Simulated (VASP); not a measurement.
An input for Quantum ESPRESSO's pw.x (written as the equivalent of a VASP run, and not itself run):

```
&CONTROL
  calculation = 'vc-relax'
  pseudo_dir = './pseudo'
  outdir = './out'
  tprnfor = .true.
  tstress = .true.
  nstep = 60
  forc_conv_thr = 0.00039
/
&SYSTEM
  ibrav = 0
  nat = 2
  ntyp = 2
  ecutwfc = 82.3
  occupations = 'smearing'
  smearing = 'gaussian'
  degauss = 0.003675
  input_dft = 'rpbe'
/
&ELECTRONS
  conv_thr = 7.3e-08
  electron_maxstep = 100
/
&IONS
/
&CELL
/
ATOMIC_SPECIES
  Ba 137.327 Ba.upf
  Te 127.600 Te.upf
CELL_PARAMETERS angstrom
    -0.0000000    3.5957754    3.5957754
     3.5957754    0.0000000    3.5957754
     3.5957754    3.5957754    0.0000000
ATOMIC_POSITIONS crystal
  Ba   0.0000000  0.0000000  0.0000000
  Te   0.5000000  0.5000000  0.5000000
K_POINTS automatic
  6 6 6 0 0 0
```

Write the VASP files for the same calculation (RPBE).

Several could match; the one computed here: 
File POSCAR:
```
BaTe
1
   -0.0000000000     3.5957753745     3.5957753745
    3.5957753745     0.0000000000     3.5957753745
    3.5957753745     3.5957753745     0.0000000000
Ba Te
1 1
Direct
  0.0000000000   0.0000000000   0.0000000000
  0.5000000000   0.5000000000   0.5000000000
```

**INCAR**
```
SYSTEM = BaTe
PREC = Accurate
ENCUT = 520
EDIFF = 1E-6
NELM = 100
ALGO = Normal
LREAL = .FALSE.
LASPH = .TRUE.
ISMEAR = 0
SIGMA = 0.05
GGA = RP
LMAXMIX = 4
LWAVE = .FALSE.
LCHARG = .FALSE.
IBRION = 2
ISIF = 3
NSW = 60
EDIFFG = -0.01
```

KPOINTS:
```
kpoints
0
G
6 6 6
0 0 0
```

POTCAR, in this order: Ba_sv Te (PBE.64 set). Program: vasp_std.

The two are equivalent in intent, not identical: the potentials are each code's own (VASP's PAW set, PseudoDojo norm-conserving files in pw.x), so ENCUT and ecutwfc are chosen apart and not converted; conv_thr bounds pw.x's estimated SCF error, while EDIFF bounds the energy change between steps; forc_conv_thr acts on force components and is met together with etot_conv_thr.

The compound is BaTe in the rock salt structure. It was relaxed first, which changed the volume by +8 %. The start is the result of an earlier pass.
